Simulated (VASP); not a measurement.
Method: PBEsol GGA, VASP's PBE PAW potentials (set 64) (plane waves; VASP). For the alloy's cell: Numerical set-up: 400 eV cut-off, 7×7×2 Γ-centred mesh, tetrahedra with Blöchl corrections, potentials Hg Te Cd.

```json
[
 {"end member": "CdTe (zinc blende)", "E (eV/atom)": "-2.7442", "V (Å³/atom)": "34.08", "gap (eV)": "0.66"},
 {"end member": "HgTe (zinc blende)", "E (eV/atom)": "-2.1886", "V (Å³/atom)": "34.57", "gap (eV)": "0.00"}
]
```

An ordered cell with a fraction 0.25 of the second end member relaxes to

Space group R3m, hexagonal axes (No. 160); a = 4.5950 Å, b = 4.5950 Å, c = 44.8991 Å, α = 90.00°, β = 90.00°, γ = 120.00°

```tsv
atom	site	symmetry	x	y	z
Hg	3a	3m	0.0000	0.0000	0.0000
Te	3a	3m	0.0000	0.0000	0.3123
Te	3a	3m	0.0000	0.0000	0.5625
Te	3a	3m	0.0000	0.0000	0.8125
Te	3a	3m	0.0000	0.0000	0.0627
Cd	3a	3m	0.0000	0.0000	0.2499
Cd	3a	3m	0.0000	0.0000	0.5000
Cd	3a	3m	0.0000	0.0000	0.7499
```
(The calculation used a cell of 8 atoms; values per cell refer to that cell.)

Unless said otherwise, spin-orbit coupling is left out, though it shifts the bands of the heavy elements here.

Problem. Estimate the mixing energy, the deviation from a linear volume and the gap.

Solution. Its energy is -2.6026 eV/atom, so the mixing energy is 3 meV/atom. The volume of 34.21 Å³/atom lies +0.0 % from the linear mean. The cell is gapped, 0.13 eV.
